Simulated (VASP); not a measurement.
Here is the system:

```
InP
1.0
    0.00000     2.75584     2.75584
    2.75584     0.00000     2.75584
    2.75584     2.75584     0.00000
In P
1 1
Direct
  0.00000   0.00000   0.00000
  0.25000   0.25000   0.25000
```

These are PBEsol GGA, VASP's PBE PAW potentials (set 64) (plane waves; VASP) values and carry that method's errors. Numerical set-up: 500 eV cut-off, 8×8×8 Γ-centred mesh, Gaussian smearing of 0.050 eV, potentials In_d P.

Unless said otherwise, spin-orbit coupling is left out, though it shifts the bands of the heavy elements here.

Q: What does the run give for the energy per atom (σ→0), pressure, band gap (on the k-mesh) with the smallest direct gap where there is one?

A: 
| Item | Result |
|---|---|
| band gap (on the k-mesh) | 1.26 eV |
| smallest direct gap (on the k-mesh) | 1.57 eV |
| energy per atom (σ→0) | -4.343 eV/atom |
| pressure | 19.95 GPa |

Total energies compare only between runs with the same potentials, cut-off and functional.

The structure was generated: InP was put into the zinc blende type (F-43m), which need not be its known phase. It was relaxed first under an external pressure of 20 GPa.
